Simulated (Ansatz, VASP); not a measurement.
# Cu2W in VASP and in Ansatz

Contents of INCAR:

```
SYSTEM = Cu2W
PREC = Accurate
ENCUT = 520
EDIFF = 1E-7
ISMEAR = 0
SIGMA = 0.1
LREAL = .FALSE.
LASPH = .TRUE.
NELM = 100
ALGO = Normal
ISIF = 2
LWAVE = .FALSE.
LCHARG = .FALSE.
GGA = PE
NBANDS = 25
```

KPOINTS

```
Automatic mesh
0
G
  6 6 4
  0 0 0
```

File POSCAR:

```
Cu2W
1.0
    3.6530174400      0.0000000000      0.0000000000
   -1.8265087200      3.1636059000      0.0000000000
    0.0000000000      0.0000000000      3.9201145000
Cu W
2 1
Direct
    0.3333333300      0.6666666700      0.4370881100
    0.6666666700      0.3333333300      0.5629118900
    0.0000000000      0.0000000000      0.5000000000
```

Input for Ansatz:

```yaml
crystal:
  lattice:
    - [3.65301744, 0.0, 0.0]
    - [-1.82650872, 3.1636059, 0.0]
    - [0.0, 0.0, 3.9201145]
  atoms:
    - { symbol: Cu, position: [0.33333333, 0.66666667, 0.43708811] }
    - { symbol: Cu, position: [0.66666667, 0.33333333, 0.56291189] }
    - { symbol: W, position: [0.0, 0.0, 0.5] }
basis:
  ecutwfc: 420
kpoints:
  mp_grid: { grid: [6, 6, 4] }
hamiltonian:
  xc: pbe
scf:
  occupations: { method: gaussian, width: 0.1 }
  lower_state_search: "off"
output:
  forces: true
  stress: true
  eigenvalues: true
```

Alike in both runs: task single point; functional PBE; k mesh 6 × 6 × 4; occupations gaussian, width 0.1 eV; no spin polarisation.

|  | VASP | Ansatz |
| --- | --- | --- |
| version | VASP 6.6.1 | Ansatz 0.2.0 |
| potentials or method | VASP PAW PBE potentials, release 64 (Cu, W_sv) | scalar-relativistic, plane waves, PAW |
| plane-wave cutoff (eV) | 520 | 420 |
| valence electrons in the cell | 36 | 52 |

Ansatz gave:

* gap on the k mesh at the Fermi level (eV): none
* rms of the force components (eV/Å): 1.596

Question: Which values does VASP return?

Answer: gap on the k mesh at the Fermi level (eV): none; rms of the force components (eV/Å): 1.625.

Atom by atom the forces differ by 0.029 eV/Å (rms over components). A gap of «none» marks a metal or a gap that the smearing closes. With one functional, cell and mesh, what is left measures potentials, basis and numerics. The two sets of potentials don't hold the same shells in valence.

Caveats: the k mesh is coarse (spacing up to 0.40 Å⁻¹), so the values aren't converged; forces of over 1 eV/Å show positions far from the minimum, so gaps and moduli don't describe the material at rest. The runs have no spin-orbit coupling, so splittings on W are missing.
